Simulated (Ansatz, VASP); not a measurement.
# W2CS2: VASP beside Ansatz, part 2 of 3

Wanted: the spread between two codes on one cell, functional and k mesh. Of the first pair: The structure shown is the start of the Ansatz relaxation below; VASP solves that cell, so the two are compared at the walk's first step.

VASP 6.6.1 and Ansatz 0.2.0.

So far: The structure; Ansatz: relaxation, PBE.

## 3. VASP: single point, PBE, start cell, pair 1

Level of this step: PBE, no spin polarisation; plane waves and PAW (S, W, C) (VASP).

The same cell, functional, mesh and smearing now go to VASP, with its own data sets.

Lines of VASP's logs that name or quote its potential files are left out, and so is its time.

The input, INCAR:

```
SYSTEM = W2CS2
PREC = Accurate
ENCUT = 520
EDIFF = 1E-06
NELM = 120
ISMEAR = -1
SIGMA = 0.05
LREAL = .FALSE.
ALGO = Normal
GGA = PE
NBANDS = 76
LASPH = .TRUE.
LORBIT = 11
LWAVE = .FALSE.
LCHARG = .FALSE.
ISIF = 2
GGA_COMPAT = .FALSE.
KPAR = 4
```

The input, POSCAR:

```
W2CS2
1.0
    5.8600000000      0.0000000000      0.0000000000
   -2.9300000000      5.0749090000      0.0000000000
    0.0000000000      0.0000000000     20.4000000000
S W C
8 8 4
Direct
    0.9999999918      0.9999999836      0.6323529412
    0.9999999918      0.4999999836      0.6323529412
    0.4999999918      0.9999999836      0.6323529412
    0.4999999918      0.4999999836      0.6323529412
    0.3333333251      0.6666666503      0.3676470588
    0.3333333251      0.1666666503      0.3676470588
    0.8333333251      0.6666666503      0.3676470588
    0.8333333251      0.1666666503      0.3676470588
    0.3333333251      0.6666666503      0.5588235294
    0.3333333251      0.1666666503      0.5588235294
    0.8333333251      0.6666666503      0.5588235294
    0.8333333251      0.1666666503      0.5588235294
    0.9999999918      0.9999999836      0.4411764706
    0.9999999918      0.4999999836      0.4411764706
    0.4999999918      0.9999999836      0.4411764706
    0.4999999918      0.4999999836      0.4411764706
    0.1666666584      0.3333333170      0.5000000000
    0.1666666584      0.8333333170      0.5000000000
    0.6666666584      0.3333333170      0.5000000000
    0.6666666584      0.8333333170      0.5000000000
```

The input, KPOINTS:

```
Automatic mesh
0
Gamma
6 6 1
0 0 0
```

The projector-augmented-wave data sets are S, W and C (PBE family, release 64).

The run is started by

```
$ mpirun -np 4 vasp_std
```

Numbers of over 12 decimals in the logs are rounded to 6 here.

What it wrote:

```text
[banner, memory and clock lines left out]
running    4 mpi-ranks, on    1 nodes
 distrk:  each k-point on    1 cores,    4 groups
 distr:  one band on    1 cores,    1 groups

 POSCAR found type information on POSCAR S W C
 POSCAR found :  3 types and      20 ions
|                                                                             |
|               ----> ADVICE to this user running VASP <----                  |
|                                                                             |
|     You have a (more or less) 'large supercell' and for larger cells it     |
|     might be more efficient to use real-space projection operators.         |
|     Therefore, try LREAL= Auto in the INCAR file.                           |
|     Mind: For very accurate calculation, you might also keep the            |
|     reciprocal projection scheme (i.e. LREAL=.FALSE.).                      |
|                                                                             |

 LDA part: xc-table for (Slater+PW92), standard interpolation
 POSCAR, INCAR and KPOINTS ok, starting setup
 FFT: planning ... GRIDC
 FFT: planning ... GRID_SOFT
 FFT: planning ... GRID
 WAVECAR not read
 entering main loop
       N       E                     dE             d eps       ncg     rms          rms(c)
DAV:   1     0.889376182302E+03    0.88938E+03   -0.45934E+04  1064   0.122E+03
DAV:   2    -0.782148399854E+02   -0.96759E+03   -0.92485E+03  1512   0.296E+02
DAV:   3    -0.183554995293E+03   -0.10534E+03   -0.10252E+03  1296   0.997E+01
DAV:   4    -0.187926957536E+03   -0.43720E+01   -0.43206E+01  1488   0.211E+01
DAV:   5    -0.188068608957E+03   -0.14165E+00   -0.14128E+00  1496   0.363E+00    0.120E+02
DAV:   6    -0.169281377665E+03    0.18787E+02   -0.71998E+01  1400   0.261E+01    0.548E+01
DAV:   7    -0.168477102730E+03    0.80427E+00   -0.84949E+00  1328   0.103E+01    0.191E+01
DAV:   8    -0.168387982822E+03    0.89120E-01   -0.84593E-01  1400   0.319E+00    0.250E+00
DAV:   9    -0.168354716617E+03    0.33266E-01   -0.10589E-01  1288   0.118E+00    0.151E+00
DAV:  10    -0.168348389587E+03    0.63270E-02   -0.58569E-02  1360   0.684E-01    0.660E-01
DAV:  11    -0.168347912463E+03    0.47712E-03   -0.71002E-03  1320   0.279E-01    0.442E-01
DAV:  12    -0.168347843003E+03    0.69460E-04   -0.93323E-04  1424   0.825E-02    0.286E-01
DAV:  13    -0.168347954266E+03   -0.11126E-03   -0.55797E-04  1360   0.719E-02    0.797E-02
DAV:  14    -0.168348312038E+03   -0.35777E-03   -0.29560E-04  1352   0.474E-02    0.642E-02
[...]
DAV:  18    -0.168348779664E+03   -0.25316E-04   -0.24395E-06  1056   0.311E-03    0.139E-02
DAV:  19    -0.168348829381E+03   -0.49717E-04   -0.96179E-06  1220   0.656E-03    0.495E-03
DAV:  20    -0.168348853822E+03   -0.24441E-04   -0.12651E-06   928   0.341E-03    0.503E-03
DAV:  21    -0.168348878148E+03   -0.24326E-04   -0.10723E-06   944   0.239E-03    0.352E-03
DAV:  22    -0.168348889611E+03   -0.11462E-04   -0.57488E-07   892   0.164E-03    0.174E-03
DAV:  23    -0.168348892993E+03   -0.33820E-05   -0.13989E-07   840   0.976E-04    0.636E-04
DAV:  24    -0.168348895634E+03   -0.26417E-05   -0.24142E-07   888   0.796E-04    0.671E-04
DAV:  25    -0.168348896234E+03   -0.59910E-06   -0.65223E-08   728   0.479E-04
   1 F= -.16834890E+03 E0= -.16832716E+03  d E =-.434750E-01
```

Parts of OUTCAR (step 3):

```text
ion  position               nearest neighbor table
   1  1.000  1.000  0.632-  10 2.26  12 2.26  11 2.26
   2  1.000  0.500  0.632-   9 2.26  11 2.26  12 2.26
   3  0.500  1.000  0.632-  12 2.26  10 2.26   9 2.26
   4  0.500  0.500  0.632-  11 2.26   9 2.26  10 2.26
   5  0.333  0.667  0.368-  14 2.26  16 2.26  15 2.26
   6  0.333  0.167  0.368-  13 2.26  15 2.26  16 2.26
   7  0.833  0.667  0.368-  16 2.26  14 2.26  13 2.26
   8  0.833  0.167  0.368-  15 2.26  13 2.26  14 2.26
   9  0.333  0.667  0.559-  20 2.07  18 2.07  17 2.07   2 2.26   4 2.26   3 2.26  11 2.93  11 2.93
                            10 2.93  10 2.93  12 2.93  12 2.93  14 2.94  16 2.94  15 2.94
  10  0.333  0.167  0.559-  19 2.07  17 2.07  18 2.07   1 2.26   3 2.26   4 2.26  12 2.93  12 2.93
                            11 2.93   9 2.93   9 2.93  11 2.93  13 2.94  15 2.94  16 2.94
  11  0.833  0.667  0.559-  18 2.07  20 2.07  19 2.07   4 2.26   2 2.26   1 2.26   9 2.93   9 2.93
                            10 2.93  12 2.93  12 2.93  10 2.93  16 2.94  14 2.94  13 2.94
  12  0.833  0.167  0.559-  17 2.07  19 2.07  20 2.07   3 2.26   1 2.26   2 2.26  10 2.93  10 2.93
                             9 2.93  11 2.93  11 2.93   9 2.93  15 2.94  13 2.94  14 2.94
  13  1.000  1.000  0.441-  18 2.07  20 2.07  17 2.07   6 2.26   8 2.26   7 2.26  15 2.93  15 2.93
                            14 2.93  14 2.93  16 2.93  16 2.93  10 2.94  12 2.94  11 2.94
  14  1.000  0.500  0.441-  17 2.07  19 2.07  18 2.07   5 2.26   7 2.26   8 2.26  16 2.93  16 2.93
                            15 2.93  13 2.93  13 2.93  15 2.93   9 2.94  11 2.94  12 2.94
  15  0.500  1.000  0.441-  20 2.07  18 2.07  19 2.07   8 2.26   6 2.26   5 2.26  13 2.93  13 2.93
                            14 2.93  16 2.93  16 2.93  14 2.93  12 2.94  10 2.94   9 2.94
  16  0.500  0.500  0.441-  19 2.07  17 2.07  20 2.07   7 2.26   5 2.26   6 2.26  14 2.93  14 2.93
                            13 2.93  15 2.93  15 2.93  13 2.93  11 2.94   9 2.94  10 2.94
  17  0.167  0.333  0.500-  14 2.07  12 2.07  10 2.07  16 2.07   9 2.07  13 2.07
  18  0.167  0.833  0.500-  13 2.07  11 2.07   9 2.07  15 2.07  10 2.07  14 2.07
  19  0.667  0.333  0.500-  16 2.07  10 2.07  12 2.07  14 2.07  11 2.07  15 2.07
  20  0.667  0.833  0.500-  15 2.07   9 2.07  11 2.07  13 2.07  12 2.07  16 2.07

  LATTYP: Found a hexagonal cell.
 ALAT       =     5.8600000000
 C/A-ratio  =     3.4812286689

 Subroutine GETGRP returns: Found 12 space group operations
 (whereof  6 operations were pure point group operations)

The static configuration has the point symmetry C_3v.
 The point group associated with its full space group is D_3d.

 Found      7 irreducible k-points:

   k-points           NKPTS =      7   k-points in BZ     NKDIM =      7   number of bands    NBANDS=     76

   dimension x,y,z NGX =    48 NGY =   48 NGZ =  160
   dimension x,y,z NGXF=    96 NGYF=   96 NGZF=  320

   ENCUT  =  520.0 eV  38.22 Ry    6.18 a.u.  10.90 10.90 37.93*2*pi/ulx,y,z

   NELECT =     112.0000    total number of electrons

 k-points in reciprocal lattice and weights: Automatic mesh
   0.00000000  0.00000000  0.00000000       0.028
   0.16666667  0.00000000  0.00000000       0.167
   0.33333333  0.00000000  0.00000000       0.167
   0.50000000  0.00000000  0.00000000       0.083
   0.16666667  0.16666667  0.00000000       0.167
   0.33333333  0.16666667  0.00000000       0.333
   0.33333333  0.33333333  0.00000000       0.056

 average (electrostatic) potential at core
       1 -91.3805       2 -91.3805       3 -91.3805       4 -91.3805       5 -91.3805
       6 -91.3805       7 -91.3805       8 -91.3805       9 -45.1241      10 -45.1241
      11 -45.1241      12 -45.1241      13 -45.1241      14 -45.1241      15 -45.1241
      16 -45.1241      17 -54.7659      18 -54.7659      19 -54.7659      20 -54.7659

 E-fermi :   1.1566

 k-point     1 :       0.0000    0.0000    0.0000
  band No.  band energies     occupation
    ...
     53       0.4674      2.00000
     54       0.4674      2.00000
     55       0.4674      2.00000
     56       0.9534      1.96625
     57       0.9534      1.96625
     58       1.2479      0.27728
     59       1.2479      0.27728
     60       2.2462      0.00000
     61       3.3822      0.00000
     62       3.3822      0.00000
    ...

 k-point     2 :       0.1667    0.0000    0.0000
  band No.  band energies     occupation
    ...
     53       0.5109      2.00000
     54       0.8681      1.99378
     55       0.9853      1.93708
     56       0.9853      1.93708
     57       0.9976      1.92024
     58       1.3951      0.01683
     59       1.7259      0.00002
     60       2.6769      0.00000
     61       2.8496      0.00000
     62       2.8496      0.00000
    ...

 k-point     3 :       0.3333    0.0000    0.0000
  band No.  band energies     occupation
    ...
     51      -0.3830      2.00000
     52      -0.3830      2.00000
     53       0.5512      1.99999
     54       0.6207      1.99996
     55       0.8151      1.99784
     56       1.5327      0.00108
     57       1.5327      0.00108
     58       1.7478      0.00001
     59       1.8598      0.00000
     60       1.8598      0.00000
    ...

  Total       99.2843745     99.2843797    107.8328086      0.0000000      0.0000000      0.0000000
  in kB      262.2016641    262.2016779    284.7773582      0.0000000      0.0000000      0.0000000
  external PRESSURE =     269.7269001 kB  Pullay stress =       0.0000000 kB

  energy-cutoff  :      520.00
  volume of cell :      606.67
      direct lattice vectors                 reciprocal lattice vectors
     5.860000000  0.000000000  0.000000000     0.170648464  0.098523934  0.000000000
    -2.930000000  5.074909000  0.000000000     0.000000000  0.197047868  0.000000000
     0.000000000  0.000000000 20.400000000     0.000000000  0.000000000  0.049019608

 POSITION                                       TOTAL-FORCE (eV/Angst)
 -----------------------------------------------------------------------------------
      2.93000      5.07491     12.90000         0.000000     -0.000000      5.495652
      4.39500      2.53745     12.90000         0.000000     -0.000000      5.495652
      0.00000      5.07491     12.90000         0.000000     -0.000000      5.495652
      1.46500      2.53745     12.90000         0.000000     -0.000000      5.495652
     -0.00000      3.38327      7.50000        -0.000000      0.000000     -5.495652
      1.46500      0.84582      7.50000        -0.000000      0.000000     -5.495652
      2.93000      3.38327      7.50000        -0.000000     -0.000000     -5.495652
      4.39500      0.84582      7.50000         0.000000      0.000000     -5.495652
     -0.00000      3.38327     11.40000         0.000000     -0.000000     -1.116401
      1.46500      0.84582     11.40000         0.000000      0.000000     -1.116401
      2.93000      3.38327     11.40000        -0.000000      0.000000     -1.116401
      4.39500      0.84582     11.40000         0.000000     -0.000000     -1.116401
      2.93000      5.07491      9.00000        -0.000000      0.000000      1.116401
      4.39500      2.53745      9.00000         0.000000      0.000000      1.116401
      0.00000      5.07491      9.00000        -0.000000     -0.000000      1.116401
      1.46500      2.53745      9.00000        -0.000000      0.000000      1.116401
     -0.00000      1.69164     10.20000        -0.000000     -0.000000      0.000000
     -1.46500      4.22909     10.20000        -0.000000     -0.000000      0.000000
      2.93000      1.69164     10.20000         0.000000      0.000000      0.000000
      1.46500      4.22909     10.20000         0.000000     -0.000000      0.000000
 -----------------------------------------------------------------------------------
    total drift:                                0.000001      0.000411      0.000022

  FREE ENERGIE OF THE ION-ELECTRON SYSTEM (eV)
  ---------------------------------------------------
  free  energy   TOTEN  =      -168.3488962335 eV

  energy  without entropy=     -168.3054211851  energy(sigma->0) =     -168.32715871

 total charge
# of ion       s       p       d       tot
------------------------------------------
    1        1.368   2.471   0.000   3.839
    2        1.368   2.471   0.000   3.839
    3        1.368   2.471   0.000   3.839
    4        1.368   2.471   0.000   3.839
    5        1.368   2.471   0.000   3.839
    6        1.368   2.471   0.000   3.839
    7        1.368   2.471   0.000   3.839
    8        1.368   2.471   0.000   3.839
    9        0.682   1.006   4.805   6.493
   10        0.682   1.006   4.805   6.493
   11        0.682   1.006   4.805   6.493
   12        0.682   1.006   4.805   6.493
   13        0.682   1.006   4.805   6.493
   14        0.682   1.006   4.805   6.493
   15        0.682   1.006   4.805   6.493
   16        0.682   1.006   4.805   6.493
   17        0.897   1.700   0.000   2.597
   18        0.897   1.700   0.000   2.597
   19        0.897   1.700   0.000   2.597
   20        0.897   1.700   0.000   2.597
--------------------------------------------------
tot         19.983  34.617  38.441  93.041

[... 3 further parts left out ...]
```

This run has no spin polarisation, so a moment on W, if there is one, isn't seen. The data set W keeps the semicore shell frozen, which is cheaper and a little less accurate.

## 4. Comparison

Known differences besides the potentials themselves: the data sets hold 176 valence electrons in Ansatz (on its default PAW (the set named soft_2) files) and 112 in VASP; the cutoff is 420 eV in Ansatz and 520 eV in VASP. Total energies have different zeros and are not compared.

Forces on 7 of the 20 atoms, those with the largest forces and the largest differences (eV/Å; atoms numbered as in POSCAR):

```tsv
atom	Ansatz x, y, z	VASP x, y, z
S1	0.000, 0.000, 5.385	0.000, 0.000, 5.496
S2	0.000, 0.000, 5.385	0.000, 0.000, 5.496
S3	0.000, 0.000, 5.385	0.000, 0.000, 5.496
S4	0.000, 0.000, 5.385	0.000, 0.000, 5.496
S5	0.000, 0.000, -5.385	0.000, 0.000, -5.496
S6	0.000, 0.000, -5.385	0.000, 0.000, -5.496
S7	0.000, 0.000, -5.385	0.000, 0.000, -5.496
```

The forces differ by 48 meV/Å r.m.s., which is 2.3 % of the r.m.s. force of 2.048 eV/Å (both taken over all components). Where the cell holds vacuum, a pressure given here is an average over it and none of the material.

## 5. Ansatz: relaxation, PBE

This run makes the geometry at which the two programs are then compared.

The structure compared here is the end of the Ansatz relaxation.

This is the run of step 2 again, met here at its other cell.

[end of part 2 of 3]

[Lines on the potential files, build, host, timing and source positions are cut from VASP's logs without a mark.]

[Logs are printed without paths, hosts, clocks, repeated set-up lines and the standing remarks that a program may print on its own settings, such as how far it seeks lower states.]

[Hosts, paths, dates, database ids (printed as entryN), source tags and the programs' standing remarks are cut or masked in the printed files.]
